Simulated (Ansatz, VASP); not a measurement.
**Code comparison for CdTe (P6_3mc, 4 atoms in the cell)**

Self-consistent single point.

```xyz
4
Lattice="4.6333 0.0000 0.0000 -2.3166 4.0125 0.0000 0.0000 0.0000 7.6024" Properties=species:S:1:pos:R:3 pbc="T T T"
Cd     0.0000     2.6750     0.0027
Cd     2.3166     1.3375     3.8040
Te     0.0000     2.6750     2.8482
Te     2.3166     1.3375     6.6494
```

Shared settings, as Ansatz (a program for electronic structure) writes them: kpoints.mp_grid.grid = 6 6 3; magnetization.spin_orbit = true; scf.occupations.method = fixed. Potentials and cutoffs stand in the table.

| code | model | gap on the mesh (eV) | cutoff |
|---|---|---|---|
| Ansatz | LDA (PW92) with spin-orbit coupling, default PAW files made with PBE | 0.161 | 30.9 Ry |
| VASP | LDA (PZ), spin-orbit coupling, VASP's LDA PAW potentials (set 64) | 0.194 | 300 eV |

Gaps are read on the mesh.

The spread over the programs that give each value: gap on the mesh within 0.033 eV.

The same LDA comes in different parametrisations, which differ slightly.

VASP ran the fixed occupations as a Gaussian smearing of 0.01 eV.

The starting cell comes from a database of computed structures (which also holds hypothetical and non-ambient phases and stackings), without a prior relaxation at this level.

Left out of this page: Elk (with a known weakness of the program).

Keys are those of Ansatz 0.2.
